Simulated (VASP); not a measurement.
Method: PBEsol GGA with spin-orbit coupling, VASP's PBE PAW potentials (set 64) (plane waves; VASP).

VASP input:

**INCAR**
```
SIGMA  =  0.05
EDIFF  =  1E-6
LREAL  =  F   ! projection in real space or not
ISMEAR  =  0
LWAVE  =  F
LASPH  =  T   ! aspherical one-centre terms
ALGO  =  Normal
MAGMOM  =  9*0
LMAXMIX  =  6   ! l cut-off of mixed one-centre charges
LSORBIT  =  T
NELM  =  100   ! most electronic steps
LCHARG  =  F
ENCUT  =  400   ! plane-wave cut-off (eV)
GGA  =  PS   ! PBEsol
PREC  =  Accurate
SYSTEM  =  PtS2
GGA_COMPAT  =  F
```

KPOINTS:
```
Regular mesh
0
gamma
 7 7 4
```

POSCAR:
```
PtS2
3.5658270
  0.4999999621  -0.8660253584   0.0000000000
  0.4999999621   0.8660253584   0.0000000000
  0.0000000000   0.0000000000   1.3526337211
Pt S
1 2
direct
  1.0000000000   1.0000000000   1.0000000000
  0.3333330000   0.6666670000   0.2483770505
  0.6666670000   0.3333330000   0.7516229495
```

File KPOINTS_OPT:
```
k-points along high-symmetry lines
5
Line-mode
Reciprocal
  0.000000   0.000000   0.000000 ! GAMMA
  0.500000  -0.000000   0.000000 ! M

  0.500000  -0.000000   0.000000 ! M
  0.333333   0.333333   0.000000 ! K

  0.333333   0.333333   0.000000 ! K
  0.000000   0.000000   0.000000 ! GAMMA

  0.000000   0.000000   0.000000 ! GAMMA
  0.000000   0.000000   0.500000 ! A

  0.000000   0.000000   0.500000 ! A
  0.500000  -0.000000   0.500000 ! L

  0.500000  -0.000000   0.500000 ! L
  0.333333   0.333333   0.500000 ! H

  0.333333   0.333333   0.500000 ! H
  0.000000   0.000000   0.500000 ! A

  0.500000  -0.000000   0.500000 ! L
  0.500000  -0.000000   0.000000 ! M

  0.333333   0.333333   0.500000 ! H
  0.333333   0.333333   0.000000 ! K
```

POTCAR, in this order: Pt S (PBE.64 set). Program: vasp_ncl.

The run wrote:

OUTCAR:
```
 ion  position               nearest neighbor table
   1  0.000  0.000  0.000-   2 2.38   3 2.38   3 2.38   2 2.38   3 2.38   2 2.38
   2  0.333  0.667  0.248-   1 2.38   1 2.38   1 2.38
   3  0.667  0.333  0.752-   1 2.38   1 2.38   1 2.38
  LATTYP: Found a hexagonal cell.
 ALAT       =     3.5658267922
 C/A-ratio  =     1.3526337999
 Subroutine PRICEL returns:
 Original cell was already a primitive cell.
 Subroutine GETGRP returns: Found 12 space group operations
The static configuration has the point symmetry D_3d.
The dynamic configuration has the point symmetry D_3d.
The overall configuration has the point symmetry D_3d.
 Subroutine INISYM returns: Found 12 space group operations
 Subroutine IBZKPT returns following result:
 Found     28 irreducible k-points:

 Following reciprocal coordinates:
            Coordinates               Weight
  0.000000  0.000000  0.000000      1.000000
  0.142857 -0.000000  0.000000      6.000000
  0.285714  0.000000  0.000000      6.000000
  0.428571  0.000000  0.000000      6.000000
  0.142857  0.142857  0.000000      6.000000
  0.285714  0.142857  0.000000     12.000000
  0.428571  0.142857  0.000000      6.000000
  0.285714  0.285714  0.000000      6.000000
  0.000000  0.000000  0.250000      2.000000
  0.142857 -0.000000  0.250000      6.000000
 -0.000000  0.142857  0.250000      6.000000
  0.285714  0.000000  0.250000      6.000000
  0.000000  0.285714  0.250000      6.000000
  0.428571  0.000000  0.250000      6.000000
  0.000000  0.428571  0.250000      6.000000
  0.142857  0.142857  0.250000     12.000000
  0.285714  0.142857  0.250000     12.000000
 -0.142857  0.428571  0.250000     12.000000
  0.428571  0.142857  0.250000     12.000000
  0.285714  0.285714  0.250000     12.000000
  0.000000  0.000000  0.500000      1.000000
...
```

**OSZICAR**
```
       N       E                     dE             d eps       ncg     rms          rms(c)
DAV:   1     0.101785737898E+03    0.10179E+03   -0.88630E+03  1744   0.107E+03
DAV:   2    -0.126194639294E+02   -0.11441E+03   -0.10992E+03  2070   0.234E+02
DAV:   3    -0.186573261742E+02   -0.60379E+01   -0.59284E+01  2014   0.540E+01
DAV:   4    -0.187628820099E+02   -0.10556E+00   -0.10536E+00  2062   0.801E+00
DAV:   5    -0.187649366491E+02   -0.20546E-02   -0.20544E-02  2034   0.107E+00    0.204E+01
DAV:   6    -0.176339412023E+02    0.11310E+01   -0.70402E+00  1738   0.295E+01    0.134E+01
DAV:   7    -0.174106036707E+02    0.22334E+00   -0.12811E+00  1722   0.132E+01    0.635E+00
DAV:   8    -0.173890648457E+02    0.21539E-01   -0.11365E-01  1890   0.222E+00    0.247E+00
DAV:   9    -0.173788450932E+02    0.10220E-01   -0.15848E-02  1856   0.155E+00    0.605E-01
DAV:  10    -0.173784501743E+02    0.39492E-03   -0.42755E-03  1938   0.529E-01    0.190E-01
DAV:  11    -0.173784751842E+02   -0.25010E-04   -0.33096E-04  1878   0.150E-01    0.766E-02
DAV:  12    -0.173784841737E+02   -0.89895E-05   -0.14978E-05  1908   0.395E-02    0.337E-02
DAV:  13    -0.173784847602E+02   -0.58650E-06   -0.20445E-06  1826   0.137E-02
   1 F= -.17378485E+02 E0= -.17378485E+02  d E =-.809206E-07  mag=     0.0000    -0.0000    -0.0000
       N       E                     dE             ncg
       N       E                     dE             ncg
```

File OUTCAR:
```
------------------------ aborting loop because EDIFF is reached ----------------------------------------
  FORCE on cell =-STRESS in cart. coord.  units (eV):
  Direction    XX          YY          ZZ          XY          YZ          ZX
  --------------------------------------------------------------------------------------
  Total        0.0487453      0.0487453      0.1097126     -0.0000000      0.0000000      0.0000000
  in kB        1.4704542      1.4704542      3.3095988     -0.0000000      0.0000000      0.0000000
  external PRESSURE =       2.0835024 kB  Pullay stress =       0.0000000 kB
  volume of cell :       53.11
      direct lattice vectors                 reciprocal lattice vectors
     1.782913365 -3.088096606  0.000000000     0.280439874 -0.161912033  0.000000000
     1.782913365  3.088096606  0.000000000     0.280439874  0.161912033  0.000000000
     0.000000000  0.000000000  4.823257844     0.000000000  0.000000000  0.207328746
 POSITION                                       TOTAL-FORCE (eV/Angst)
 -----------------------------------------------------------------------------------
      0.00000      0.00000      0.00000         0.000000     -0.000000     -0.000000
      1.78291      1.02937      1.19799        -0.000000      0.000000      0.038239
      1.78291     -1.02937      3.62527         0.000000     -0.000000     -0.038239
 -----------------------------------------------------------------------------------
    total drift:                               -0.000000      0.000000     -0.000000
  FREE ENERGIE OF THE ION-ELECTRON SYSTEM (eV)
  ---------------------------------------------------
  free  energy   TOTEN  =       -17.3784847602 eV

  energy  without entropy=      -17.3784846793  energy(sigma->0) =      -17.37848472

 Ion:    1  E_soc:     -0.7663173

 Ion:    2  E_soc:      0.0007092

 Ion:    3  E_soc:      0.0007092
```
(Selected blocks of OUTCAR.)

**OUTCAR**
```
 val. band max:        7.3882807952   @ k =   0.0000   0.0000   0.0000

 cond. band min:       7.6891714797   @ k =   0.0000   0.2857   0.2500


 Fermi energy:         7.5316395022

 k-point     1 :       0.0000    0.0000    0.0000
  band No.  band energies     occupation
      1      -8.3544      1.00000
      2      -8.3544      1.00000
      3      -5.0853      1.00000
      4      -5.0853      1.00000
      5      -0.0996      1.00000
      6      -0.0996      1.00000
      7       0.0937      1.00000
      8       0.0937      1.00000
      9       0.5007      1.00000
     10       0.5007      1.00000
     11       3.0432      1.00000
     12       3.0432      1.00000
     13       3.3047      1.00000
     14       3.3047      1.00000
     15       5.1581      1.00000
     16       5.1581      1.00000
     17       5.8244      1.00000
     18       5.8244      1.00000
     19       6.0865      1.00000
     20       6.0865      1.00000
     21       7.3883      0.99997
     22       7.3883      0.99997
     23       8.8579      0.00000
     24       8.8579      0.00000
     25       9.1409      0.00000
     26       9.1409      0.00000
     27      11.2540      0.00000
     28      11.2540      0.00000
     29      12.4813      0.00000
     30      12.4813      0.00000

 k-point     2 :       0.1429   -0.0000    0.0000
  band No.  band energies     occupation
      1      -8.0962      1.00000
      2      -8.0962      1.00000
      3      -5.2465      1.00000
      4      -5.2465      1.00000
      5       0.1497      1.00000
      6       0.1497      1.00000
      7       0.3042      1.00000
      8       0.3042      1.00000
      9       0.7125      1.00000
     10       0.7125      1.00000
     11       2.7265      1.00000
     12       2.7265      1.00000
     13       3.0746      1.00000
     14       3.0746      1.00000
     15       4.4896      1.00000
     16       4.4896      1.00000
     17       5.6453      1.00000
     18       5.6453      1.00000
...
```

Without a dispersion term in the relaxation, distances and binding between the weakly bound layers, chains or molecules are unreliable, and so is what depends on them.

The compound is PtS2 in the 1T layered structure. It was relaxed first.
